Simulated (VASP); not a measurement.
## RhB (relaxed from the zinc blende structure, space group F-43m): computed properties

Level of theory: PBEsol GGA, VASP's PBE PAW potentials (set 64) (plane waves; VASP).

```json
{
 "space_group": "F-43m (216)",
 "cell": "a = b = c = 4.617 Å, α = β = γ = 90.00°",
 "volume_per_atom": "12.30 Å³/atom",
 "band gap (over mesh and band path)": "0.36 eV",
 "smallest direct gap (over mesh and band path)": "0.54 eV",
 "band_edge_character": "indirect, W to L-W at 0.36",
 "density": "7.68 g/cm³"
}
```

```
CELL_PARAMETERS angstrom
      0.00000     2.30829     2.30829
      2.30829     0.00000     2.30829
      2.30829     2.30829     0.00000
ATOMIC_POSITIONS crystal
  Rh 0.00000 0.00000 0.00000
  B  0.25000 0.25000 0.25000
```

The structure was generated: RhB was put into the zinc blende type (F-43m), which need not be its known phase. It was relaxed first, which changed the volume by -31 %. Symmetry was kept, so distortions that lower it aren't found.
